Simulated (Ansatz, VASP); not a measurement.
**One calculation of AlB2P3, two programs**

```xyz
6
Lattice="-1.6978 1.6978 7.5401 1.6978 -1.6978 7.5401 1.6978 1.6978 -7.5401" Properties=species:S:1:pos:R:3 pbc="T T T"
Al    0.0000    0.0000    0.0000
B     0.0000    0.0000   10.2002
B     0.0000    0.0000    4.8800
P     1.6978    0.0000    5.9750
P     1.6978    0.0000    1.5652
P     0.0000    1.6978    3.7701
```

Alike in both runs: functional PBE; k mesh 8 × 8 × 8; occupations gaussian, width 0.1 eV; no spin polarisation.

Ansatz relaxed the structure, and its values are those at the end. VASP's run is a single point on that final structure, the one shown.

|  | VASP | Ansatz |
| --- | --- | --- |
| version | VASP 6.6.1 | Ansatz 0.2.0 |
| potentials or method | VASP PAW PBE potentials, release 64 (Al, B, P) | scalar-relativistic, plane waves, PAW |
| plane-wave cutoff (eV) | 520 | 420 |
| valence electrons in the cell | 24 | 24 |

|  | VASP | Ansatz | Ansatz less VASP |
| --- | --- | --- | --- |
| gap on the k mesh at the Fermi level (eV) | 0.62 | 0.62 | +0.002 |
| least direct gap on the mesh (eV) | 0.74 | 0.74 | +0.002 |
| pressure (GPa) | -0.2 | 0.0 | +0.16 |
| rms of the force components (eV/Å) | 0.004 | 0.003 | -0.0001 |

A k mesh can miss the band edges. Expect the measured gap to be larger: semilocal functionals such as PBE lack the derivative discontinuity.
